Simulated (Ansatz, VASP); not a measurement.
# Li2MoO4 in two plane-wave programs, part 2 of 2

Wanted: the spread between two codes on one cell, functional and k mesh. Of the first pair: The structure shown is the start of the Ansatz relaxation below; VASP solves that cell, so the two are compared at the walk's first step.

VASP 6.6.1 and Ansatz 0.2.0.

So far: Starting point; Ansatz: relaxation, r2SCAN.

**3. VASP: single point, r2SCAN, start cell, pair 1**

Level of this step: r2SCAN, no spin polarisation; plane waves and PAW (Mo_sv, O, Li_sv) (VASP).

The same cell, functional and mesh now go to VASP, with its own data sets.

Lines of VASP's logs that name or quote its potential files are left out, and so is its time.

Input file INCAR:

```
SYSTEM = Li2MoO4
PREC = Accurate
ENCUT = 720
EDIFF = 1E-06
NELM = 120
ISMEAR = 0
SIGMA = 0.01
LREAL = Auto
ALGO = Normal
METAGGA = R2SCAN
LASPH = .TRUE.
NBANDS = 168
LORBIT = 11
LWAVE = .FALSE.
LCHARG = .FALSE.
ISIF = 2
GGA_COMPAT = .FALSE.
EFERMI = MIDGAP
LMIXTAU = .TRUE.
KPAR = 4
```

Input file POSCAR:

```
Li2MoO4
1.0
    7.1589000000      4.1331930000      3.1919000000
   -7.1589000000      4.1331930000      3.1919000000
    0.0000000000     -8.2663860000      3.1919000000
Mo O Li
6 24 12
Direct
    0.4451450349      0.0343729889      0.2687519721
    0.0343729971      0.2687520218      0.4451449770
    0.2687519639      0.4451449852      0.0343730468
    0.5548549651      0.9656270111      0.7312480279
    0.9656270029      0.7312479782      0.5548550230
    0.7312480361      0.5548550148      0.9656269532
    0.5275900359      0.1874099803      0.4907999774
    0.1874099655      0.4908000114      0.5275900168
    0.4907999923      0.5275900020      0.1874099994
    0.4724099641      0.8125900197      0.5092000226
    0.8125900345      0.5091999886      0.4724099832
    0.5092000077      0.4724099980      0.8125900006
    0.4595899795      0.1502300220      0.1395599917
    0.1502299792      0.1395600438      0.4595899701
    0.1395599646      0.4595899972      0.1502300313
    0.5404100205      0.8497699780      0.8604400083
    0.8497700208      0.8604399562      0.5404100299
    0.8604400354      0.5404100028      0.8497699687
    0.2227799404      0.8826599499      0.1840099672
    0.8826598983      0.1840099660      0.2227799931
    0.1840099489      0.2227800114      0.8826598971
    0.7772200596      0.1173400501      0.8159900328
    0.1173401017      0.8159900340      0.7772200069
    0.8159900511      0.7772199886      0.1173401029
    0.5750499366      0.9203900028      0.2505799861
    0.9203899991      0.2505799724      0.5750499540
    0.2505799898      0.5750499503      0.9203899853
    0.4249500634      0.0796099972      0.7494200139
    0.0796100009      0.7494200276      0.4249500460
    0.7494200102      0.4249500497      0.0796100147
    0.6284999733      0.3907000320      0.2255999571
    0.3906999504      0.2256000048      0.6285000072
    0.2255999689      0.6284999955      0.3906999980
    0.3715000267      0.6092999680      0.7744000429
    0.6093000496      0.7743999952      0.3714999928
    0.7744000311      0.3715000045      0.6093000020
    0.0666999918      0.8938999806      0.2978000401
    0.8938999778      0.2978000183      0.0667000164
    0.2978000429      0.0667000136      0.8938999560
    0.9333000082      0.1061000194      0.7021999599
    0.1061000222      0.7021999817      0.9332999836
    0.7021999571      0.9332999864      0.1061000440
```

Input file KPOINTS:

```
Automatic mesh
0
Gamma
3 3 3
0 0 0
```

PAW data sets: Mo_sv, O and Li_sv (PBE family, release 64).

Run with:

```bash
$ mpirun -np 8 vasp_std
```

Numbers of over 12 decimals in the logs are rounded to 6 here.

What it wrote:

```text
[banner, memory and clock lines left out]
running    8 mpi-ranks, on    1 nodes
[...]
|                                                                             |
|           W    W    AA    RRRRR   N    N  II  N    N   GGGG   !!!           |
|           W    W   A  A   R    R  NN   N  II  NN   N  G    G  !!!           |
|           W    W  A    A  R    R  N N  N  II  N N  N  G       !!!           |
|           W WW W  AAAAAA  RRRRR   N  N N  II  N  N N  G  GGG   !            |
|           WW  WW  A    A  R   R   N   NN  II  N   NN  G    G                |
|           W    W  A    A  R    R  N    N  II  N    N   GGGG   !!!           |
|                                                                             |
|     For optimal performance we recommend to set                             |
|       NCORE = 2 up to number-of-cores-per-socket                            |
|     NCORE specifies how many cores store one orbital (NPAR=cpu/NCORE).      |
|     This setting can greatly improve the performance of VASP for DFT.       |
[...]
|               ----> ADVICE to this user running VASP <----                  |
|                                                                             |
|     You enforced a specific xc type in the INCAR file but a different       |
|     [... a line on the potential file left out ...]
|     I HOPE YOU KNOW WHAT YOU ARE DOING!                                     |
|                                                                             |

 LDA part: xc-table for (None), standard interpolation
 POSCAR, INCAR and KPOINTS ok, starting setup
[...]
entering main loop
       N       E                     dE             d eps       ncg     rms          rms(c)
DAV:   1     0.320759862847E+04    0.32076E+04   -0.16814E+05  2064   0.208E+03
DAV:   2    -0.245166534003E+03   -0.34528E+04   -0.32794E+04  2312   0.531E+02
DAV:   3    -0.556582371841E+03   -0.31142E+03   -0.30848E+03  2384   0.165E+02
DAV:   4    -0.587030324538E+03   -0.30448E+02   -0.30342E+02  3608   0.327E+01
[...]
DAV:  22    -0.427331319450E+03    0.20858E-05   -0.14476E-06  1368   0.557E-03    0.148E-03
DAV:  23    -0.427331320519E+03   -0.10694E-05   -0.14411E-06  1240   0.476E-03    0.394E-04
DAV:  24    -0.427331320393E+03    0.12640E-06   -0.31503E-07  1208   0.260E-03
   1 F= -.42733132E+03 E0= -.42733132E+03  d E =0.000000E+00
```

From OUTCAR (step 3):

```text
  Total        3.2580382      3.2580385      2.9249245     -0.0000020      0.0000000      0.0000000
  in kB        9.2115826      9.2115833      8.2697568     -0.0000056      0.0000000      0.0000000
  external PRESSURE =       8.8976409 kB  Pullay stress =       0.0000000 kB

 POSITION                                       TOTAL-FORCE (eV/Angst)
 -----------------------------------------------------------------------------------
      2.94068     -0.23967      2.38840         0.065475     -0.075742      0.010648
     -1.67790     -2.42687      2.38840        -0.098332     -0.018832      0.010648
     -1.26278      2.66653      2.38840         0.032857      0.094574      0.010648
     -2.94068      0.23967      7.18730        -0.065475      0.075742     -0.010648
      1.67790      2.42687      7.18730         0.098332      0.018832     -0.010648
      1.26278     -2.66653      7.18730        -0.032857     -0.094574     -0.010648
      2.43532     -1.10191      3.84879        -0.137746     -0.187675      0.322373
     -2.17194     -1.55809      3.84879        -0.093658      0.213129      0.322373
     -0.26338      2.66000      3.84879         0.231404     -0.025454      0.322373
     -2.43532      1.10191      5.72691         0.137746      0.187675     -0.322373
      2.17194      1.55809      5.72691         0.093658     -0.213129     -0.322373
      0.26338     -2.66000      5.72691        -0.231404      0.025454     -0.322373
      2.21468      1.36685      2.39195        -0.202989      0.372526     -0.005176
      0.07639     -2.60139      2.39195         0.424112     -0.010469     -0.005176
[...]
-----------------------------------------------------------------------------------
    total drift:                                0.000000      0.000000      0.000000

  FREE ENERGIE OF THE ION-ELECTRON SYSTEM (eV)
  ---------------------------------------------------
  free  energy   TOTEN  =      -427.3313203926 eV

  energy  without entropy=     -427.3313203926  energy(sigma->0) =     -427.33132039

[... 3 further parts left out ...]
[key lines of the parts left out:]
E-fermi :   1.9040
```

This run has no spin polarisation, so a moment on Mo, if there is one, isn't seen. The gap is read on the k-mesh alone, so it is an upper bound where the band edges lie off the mesh.

**4. Side by side**

Known differences besides the potentials themselves: VASP keeps PBE cores, Ansatz makes them for the functional; fixed occupations in Ansatz, narrow Gaussian smearing in VASP; the cutoff is 500 eV in Ansatz and 720 eV in VASP (PREC = Accurate, projectors in real space). Total energies have different zeros and are not compared.

Forces on 9 of the 42 atoms, those with the largest forces and the largest differences (eV/Å; atoms numbered as in POSCAR):

| atom | Ansatz x, y, z | VASP x, y, z |
| --- | --- | --- |
| O13 | -0.136, 0.226, -0.005 | -0.203, 0.373, -0.005 |
| O14 | 0.264, 0.005, -0.005 | 0.424, -0.010, -0.005 |
| O15 | -0.128, -0.231, -0.005 | -0.221, -0.362, -0.005 |
| O16 | 0.136, -0.226, 0.005 | 0.203, -0.373, 0.005 |
| O17 | -0.264, -0.005, 0.005 | -0.424, 0.010, 0.005 |
| O18 | 0.128, 0.231, 0.005 | 0.221, 0.362, 0.005 |
| O21 | 0.117, -0.018, -0.207 | 0.211, -0.025, -0.351 |
| O23 | 0.043, -0.111, 0.207 | 0.084, -0.195, 0.351 |
| O24 | -0.117, 0.018, 0.207 | -0.211, 0.025, 0.351 |

The forces differ by 74 meV/Å r.m.s., which is 41.1 % of the r.m.s. force of 0.180 eV/Å (both taken over all components).

**5. Ansatz: relaxation, r2SCAN**

This run makes the geometry at which the two programs are then compared. The cell compared in this pair holds 563.72 Å³, against 566.67 Å³ for the pair before.

The structure compared here is the end of the Ansatz relaxation.

Input file input.yaml:

```yaml
crystal:
  lattice:
    - [7.1589, 4.1331928421, 3.1919]
    - [-7.1589, 4.1331928421, 3.1919]
    - [0.0, -8.2663856842, 3.1919]
  atoms:
    - { symbol: Mo, position: [0.445145, 0.034373, 0.268752] }
    - { symbol: Mo, position: [0.034373, 0.268752, 0.445145] }
    - { symbol: Mo, position: [0.268752, 0.445145, 0.034373] }
    - { symbol: Mo, position: [0.554855, 0.965627, 0.731248] }
    - { symbol: Mo, position: [0.965627, 0.731248, 0.554855] }
    - { symbol: Mo, position: [0.731248, 0.554855, 0.965627] }
    - { symbol: O, position: [0.52759, 0.18741, 0.4908] }
    - { symbol: O, position: [0.18741, 0.4908, 0.52759] }
    - { symbol: O, position: [0.4908, 0.52759, 0.18741] }
    - { symbol: O, position: [0.47241, 0.81259, 0.5092] }
    - { symbol: O, position: [0.81259, 0.5092, 0.47241] }
    - { symbol: O, position: [0.5092, 0.47241, 0.81259] }
    - { symbol: O, position: [0.45959, 0.15023, 0.13956] }
    - { symbol: O, position: [0.15023, 0.13956, 0.45959] }
    - { symbol: O, position: [0.13956, 0.45959, 0.15023] }
    - { symbol: O, position: [0.54041, 0.84977, 0.86044] }
    - { symbol: O, position: [0.84977, 0.86044, 0.54041] }
    - { symbol: O, position: [0.86044, 0.54041, 0.84977] }
    - { symbol: O, position: [0.22278, 0.88266, 0.18401] }
    - { symbol: O, position: [0.88266, 0.18401, 0.22278] }
    - { symbol: O, position: [0.18401, 0.22278, 0.88266] }
    - { symbol: O, position: [0.77722, 0.11734, 0.81599] }
    - { symbol: O, position: [0.11734, 0.81599, 0.77722] }
    - { symbol: O, position: [0.81599, 0.77722, 0.11734] }
    - { symbol: O, position: [0.57505, 0.92039, 0.25058] }
    - { symbol: O, position: [0.92039, 0.25058, 0.57505] }
    - { symbol: O, position: [0.25058, 0.57505, 0.92039] }
    - { symbol: O, position: [0.42495, 0.07961, 0.74942] }
    - { symbol: O, position: [0.07961, 0.74942, 0.42495] }
    - { symbol: O, position: [0.74942, 0.42495, 0.07961] }
    - { symbol: Li, position: [0.6285, 0.3907, 0.2256] }
    - { symbol: Li, position: [0.3907, 0.2256, 0.6285] }
    - { symbol: Li, position: [0.2256, 0.6285, 0.3907] }
    - { symbol: Li, position: [0.3715, 0.6093, 0.7744] }
    - { symbol: Li, position: [0.6093, 0.7744, 0.3715] }
    - { symbol: Li, position: [0.7744, 0.3715, 0.6093] }
    - { symbol: Li, position: [0.0667, 0.8939, 0.2978] }
    - { symbol: Li, position: [0.8939, 0.2978, 0.0667] }
    - { symbol: Li, position: [0.2978, 0.0667, 0.8939] }
    - { symbol: Li, position: [0.9333, 0.1061, 0.7022] }
    - { symbol: Li, position: [0.1061, 0.7022, 0.9333] }
    - { symbol: Li, position: [0.7022, 0.9333, 0.1061] }
kpoints:
  mp_grid: { grid: [3, 3, 3] }
scf:
  occupations: { method: fixed }
hamiltonian:
  xc: r2scan
relax:
  f_tol: 0.01
  max_steps: 90
  cell: {}
output:
  forces: true
```

Run with:

```bash
$ ansatz run input.yaml --threads 4 --pin off --max-ram 24576MiB --backend cpu --events-out ev --progress --plain --runs-dir out
```

What it wrote:

```text
[...]
Crystal: 42 atoms, lattice volume = 566.673 Å³
Basis set: ecut = 500 eV, 14411 PW (Γ), exchange–correlation on 288×288×288 points (64 copies of the dense FFT grid, shifted against one another)
Bands: 174, of which v1, the nominal top of the filled ones, is band 132 counted from 1 (131 counted from 0)
Symmetry: 6 space group operations
[...]
k-points: 6 of 27
[...]
- { symbol: Li, position: [0.607878, 0.775715, 0.371077] }
    - { symbol: Li, position: [0.775715, 0.371077, 0.607878] }
    - { symbol: Li, position: [0.067144, 0.893636, 0.297579] }
    - { symbol: Li, position: [0.893636, 0.297579, 0.067144] }
    - { symbol: Li, position: [0.297579, 0.067144, 0.893636] }
    - { symbol: Li, position: [0.932856, 0.106364, 0.702421] }
    - { symbol: Li, position: [0.106364, 0.702421, 0.932856] }
    - { symbol: Li, position: [0.702421, 0.932856, 0.106364] }
[key lines of the parts left out:]
SCF converged after 4 iterations
Free energy (F): -45948.342811 eV
Fermi energy:    2.052918 eV
P = ⅓ Tr σ = 0.0048 GPa (0.048 kbar)
```

**6. VASP: single point, r2SCAN, relaxed cell, pair 2**

The same cell, functional and mesh now go to VASP, with its own data sets.

Changes to INCAR since step 3:

```diff
@@ -2,3 +2,3 @@
 PREC = Accurate
-ENCUT = 720
+ENCUT = 830
 EDIFF = 1E-06
```

Input file POSCAR:

```
Li2MoO4
1.0
    7.1546831309      4.1307582316      3.1790360022
   -7.1546831309      4.1307582316      3.1790360022
    0.0000000000     -8.2615164632      3.1790360022
Mo O Li
6 24 12
Direct
    0.4450763983      0.0343688733      0.2686741058
    0.0343688733      0.2686741058      0.4450763983
    0.2686741058      0.4450763983      0.0343688733
    0.5549236017      0.9656311267      0.7313258942
    0.9656311267      0.7313258942      0.5549236017
    0.7313258942      0.5549236017      0.9656311267
    0.5285027083      0.1876743116      0.4922246268
    0.1876743116      0.4922246268      0.5285027083
    0.4922246268      0.5285027083      0.1876743116
    0.4714972917      0.8123256884      0.5077753732
    0.8123256884      0.5077753732      0.4714972917
    0.5077753732      0.4714972917      0.8123256884
    0.4589435547      0.1516073625      0.1398648048
    0.1516073625      0.1398648048      0.4589435547
    0.1398648048      0.4589435547      0.1516073625
    0.5410564453      0.8483926375      0.8601351952
    0.8483926375      0.8601351952      0.5410564453
    0.8601351952      0.5410564453      0.8483926375
    0.2215143615      0.8815915217      0.1827792981
    0.8815915217      0.1827792981      0.2215143615
    0.1827792981      0.2215143615      0.8815915217
    0.7784856385      0.1184084783      0.8172207019
    0.1184084783      0.8172207019      0.7784856385
    0.8172207019      0.7784856385      0.1184084783
    0.5751706391      0.9199314121      0.2496200806
    0.9199314121      0.2496200806      0.5751706391
    0.2496200806      0.5751706391      0.9199314121
    0.4248293609      0.0800685879      0.7503799194
    0.0800685879      0.7503799194      0.4248293609
    0.7503799194      0.4248293609      0.0800685879
    0.6289230439      0.3921224071      0.2242848069
    0.3921224071      0.2242848069      0.6289230439
    0.2242848069      0.6289230439      0.3921224071
    0.3710769561      0.6078775929      0.7757151931
    0.6078775929      0.7757151931      0.3710769561
    0.7757151931      0.3710769561      0.6078775929
    0.0671441867      0.8936361368      0.2975790537
    0.8936361368      0.2975790537      0.0671441867
    0.2975790537      0.0671441867      0.8936361368
    0.9328558133      0.1063638632      0.7024209463
    0.1063638632      0.7024209463      0.9328558133
    0.7024209463      0.9328558133      0.1063638632
```

KPOINTS is that of step 3.

Run with:

```bash
$ mpirun -np 8 vasp_std
```

What it wrote:

```text
[banner, memory and clock lines left out]
running    8 mpi-ranks, on    1 nodes
[...]
[... a notice as in an earlier step ...]

 [... a notice as in an earlier step ...]

 LDA part: xc-table for (None), standard interpolation
 POSCAR, INCAR and KPOINTS ok, starting setup
[...]
entering main loop
       N       E                     dE             d eps       ncg     rms          rms(c)
DAV:   1     0.343879100713E+04    0.34388E+04   -0.18106E+05  2040   0.231E+03
DAV:   2    -0.223614792211E+03   -0.36624E+04   -0.34782E+04  2288   0.563E+02
DAV:   3    -0.555830259612E+03   -0.33222E+03   -0.32902E+03  2368   0.175E+02
DAV:   4    -0.588178591214E+03   -0.32348E+02   -0.32245E+02  3560   0.340E+01
[...]
DAV:  22    -0.427381304132E+03    0.29080E-05   -0.13582E-06  1264   0.549E-03    0.133E-03
DAV:  23    -0.427381305235E+03   -0.11027E-05   -0.12691E-06  1240   0.451E-03    0.366E-04
DAV:  24    -0.427381304934E+03    0.30024E-06   -0.22720E-07  1152   0.214E-03
   1 F= -.42738130E+03 E0= -.42738130E+03  d E =0.000000E+00
```

From OUTCAR (step 6):

```text
  Total        1.8494911      1.8494911      1.9726803     -0.0000017     -0.0000000      0.0000000
  in kB        5.2564914      5.2564914      5.6066108     -0.0000049     -0.0000000      0.0000000
  external PRESSURE =       5.3731979 kB  Pullay stress =       0.0000000 kB

 POSITION                                       TOTAL-FORCE (eV/Angst)
 -----------------------------------------------------------------------------------
      2.93848     -0.23918      2.37830        -0.001587     -0.010225     -0.000279
     -1.67638     -2.42521      2.37830        -0.008062      0.006487     -0.000279
     -1.26210      2.66439      2.37830         0.009649      0.003738     -0.000279
     -2.93848      0.23918      7.15881         0.001587      0.010225      0.000279
      1.67638      2.42521      7.15881         0.008062     -0.006487      0.000279
      1.26210     -2.66439      7.15881        -0.009649     -0.003738      0.000279
      2.43852     -1.10817      3.84155        -0.049653     -0.086053      0.137292
     -2.17896     -1.55774      3.84155        -0.049698      0.086028      0.137292
     -0.25956      2.66590      3.84155         0.099351      0.000026      0.137292
     -2.43852      1.10817      5.69556         0.049653      0.086053     -0.137292
      2.17896      1.55774      5.69556         0.049698     -0.086028     -0.137292
      0.25956     -2.66590      5.69556        -0.099351     -0.000026     -0.137292
      2.19889      1.36654      2.38560        -0.065710      0.138125     -0.000850
      0.08401     -2.58757      2.38560         0.152475     -0.012156     -0.000850
[...]
-----------------------------------------------------------------------------------
    total drift:                               -0.000000      0.000000      0.000000

  FREE ENERGIE OF THE ION-ELECTRON SYSTEM (eV)
  ---------------------------------------------------
  free  energy   TOTEN  =      -427.3813049343 eV

  energy  without entropy=     -427.3813049343  energy(sigma->0) =     -427.38130493

[... 1 part as in an earlier step ...]

[... 2 further parts left out ...]
[key lines of the parts left out:]
E-fermi :   1.9058
```

The run ends at a pressure of 0.54 GPa, with forces up to 0.17 eV/Å.

**7. Comparison**

What differs besides the data sets and the points named for the pairs above, as far as they apply: the cutoff is 500 eV in Ansatz and 830 eV in VASP (PREC = Accurate, projectors in real space); Ansatz's pressure holds a Pulay correction, VASP's none. Total energies have different zeros and are not compared.

Both answers:

| quantity | Ansatz | VASP | difference |
| --- | --- | --- | --- |
| pressure (GPa) | 0.00 | 0.54 | -0.53 |
| gap on the k mesh (eV) | 4.836 | 4.838 | -0.001 |

Forces on 7 of the 42 atoms, those with the largest forces and the largest differences (eV/Å; atoms numbered as in POSCAR):

| atom | Ansatz x, y, z | VASP x, y, z |
| --- | --- | --- |
| O7 | -0.002, 0.000, 0.000 | -0.050, -0.086, 0.137 |
| O8 | 0.001, 0.001, 0.000 | -0.050, 0.086, 0.137 |
| O9 | 0.001, -0.002, 0.000 | 0.099, 0.000, 0.137 |
| O10 | 0.002, 0.000, 0.000 | 0.050, 0.086, -0.137 |
| O11 | -0.001, -0.001, 0.000 | 0.050, -0.086, -0.137 |
| O12 | -0.001, 0.002, 0.000 | -0.099, 0.000, -0.137 |
| O22 | 0.000, -0.001, 0.000 | 0.052, 0.074, 0.140 |

The forces differ by 73 meV/Å r.m.s., where the r.m.s. force is 0.001 eV/Å in Ansatz and 0.072 eV/Å in VASP: the atoms lie near their places of rest in Ansatz, so a percentage would say little (all taken over all components). A gap on the mesh is an upper bound, since the band edges may lie between its points.

**8. Results**

- r.m.s. force difference (single point, r2SCAN, start cell, pair 1): 74 meV/Å
- r.m.s. force difference (single point, r2SCAN, relaxed cell, pair 2): 73 meV/Å
- difference in pressure (single point, r2SCAN, relaxed cell, pair 2): -0.53 GPa

**Reading.** The r.m.s. force difference is 74 meV/Å (single point, r2SCAN, start cell, pair 1), beyond the 12 meV/Å picked in this series as the mark of a large difference. What causes the difference of the single point, r2SCAN, start cell, pair 1 pair stays open here. What causes the difference of the single point, r2SCAN, relaxed cell, pair 2 pair stays open here. Such differences can come from data sets, numerical settings and the points named under the comparisons, not from the functional's error against experiment.

[Lines on the potential files, build, host, timing and source positions are cut from VASP's logs without a mark.]

[Logs are printed without paths, hosts, clocks, repeated set-up lines and the standing remarks that a program may print on its own settings, such as how far it seeks lower states.]

[Hosts, paths, dates, database ids (printed as entryN), source tags and the programs' standing remarks are cut or masked in the printed files.]
